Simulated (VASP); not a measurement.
Calculation: PBE GGA, VASP's PBE PAW potentials (set 64) (plane waves; VASP).

VASP input:

### POSCAR
```
CsPbBr3
1.0
  5.4780072181   0.0000000000   0.0000000000
  0.0000000000   5.4780072181   0.0000000000
  0.0000000000   0.0000000000   5.4780072181
Cs Pb Br
1 1 3
Cart
  0.0000000000   0.0000000000   0.0000000000
  2.7390036091   2.7390036091   2.7390036091
  2.7390036091   0.0000000000   2.7390036091
  0.0000000000   2.7390036091   2.7390036091
  2.7390036091   2.7390036091   0.0000000000
```

INCAR:
```
# general
SYSTEM =CsPbBr3
PREC   =Accurate
ENCUT  =500   # plane-wave cut-off (eV)
LREAL  =.FALSE.   # projection in real space or not
LASPH  =.TRUE.

# electronic loop
EDIFF  =1E-6   # SCF stop (eV)
NELM   =100
ALGO   =Normal
LMAXMIX=4

# smearing
ISMEAR =0   # Gaussian
SIGMA  =0.05

# functional
GGA    =PE

# ions
IBRION =2
NSW    =40   # most ionic steps
ISIF   =3
EDIFFG =-0.02   # ionic stop
PSTRESS=100   # kbar

# output
LWAVE  =.FALSE.
LCHARG =.FALSE.
```

KPOINTS:
```
Automatic mesh
0
Gamma
4 4 4
0 0 0
```

POTCAR, in this order: Cs_sv Pb_d Br (PBE.64 set). Program: vasp_std.

Problem. What will the output report for the number of irreducible k-points (NKPTS), largest plane-wave count, number of space-group operations, FFT grid (NGX, NGY, NGZ)?

Solution. 
- number of irreducible k-points (NKPTS): 10
- largest plane-wave count: 4224
- number of space-group operations: 48
- FFT grid (NGX, NGY, NGZ): 40 × 40 × 40

The compound is CsPbBr3 in the cubic perovskite structure, the ideal cubic form; the compound distorts at low or room temperature. It was relaxed first under an external pressure of 10 GPa.
